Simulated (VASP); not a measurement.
These are revTPSS meta-GGA, VASP's PBE PAW potentials (set 64) (plane waves; VASP) values and carry that method's errors.

Input for VASP

**POSCAR**
```
HfC
1
    0.0000000000     2.3107725839     2.3107725839
    2.3107725839     0.0000000000     2.3107725839
    2.3107725839     2.3107725839     0.0000000000
Hf C
1 1
Direct
  0.0000000000   0.0000000000   0.0000000000
  0.5000000000   0.5000000000   0.5000000000
```

### KPOINTS
```
Automatic
0
G
15 15 15
```

KPOINTS_OPT:
```
k-points along high-symmetry lines
10
Line-mode
Reciprocal
  0.000000   0.000000   0.000000 ! GAMMA
  0.500000   0.000000   0.500000 ! X

  0.500000   0.000000   0.500000 ! X
  0.625000   0.250000   0.625000 ! U

  0.375000   0.375000   0.750000 ! K
  0.000000   0.000000   0.000000 ! GAMMA

  0.000000   0.000000   0.000000 ! GAMMA
  0.500000   0.500000   0.500000 ! L

  0.500000   0.500000   0.500000 ! L
  0.500000   0.250000   0.750000 ! W

  0.500000   0.250000   0.750000 ! W
  0.500000   0.000000   0.500000 ! X
```

**INCAR**
```
SYSTEM = HfC
PREC = Accurate
ENCUT = 520
EDIFF = 1E-7
NELM = 100
ALGO = Normal
LREAL = .FALSE.
LASPH = .TRUE.
ISMEAR = -5
METAGGA = RTPSS
LMIXTAU = .TRUE.
LMAXMIX = 6
LWAVE = .FALSE.
LCHARG = .FALSE.
LORBIT = 11
NEDOS = 601
ISIF = 2
```

POTCAR, in this order: Hf_pv C (PBE.64 set). Program: vasp_std.

Q: What will the output report for the number of irreducible k-points (NKPTS), largest plane-wave count, number of space-group operations, FFT grid (NGX, NGY, NGZ)?

A: 
```yaml
number of irreducible k-points (NKPTS): 120
largest_plane_wave_count: 680
number_of_space_group_operations: 48
FFT grid (NGX, NGY, NGZ): 24 × 24 × 24
```

The compound is HfC in the rock salt structure. It was relaxed first.
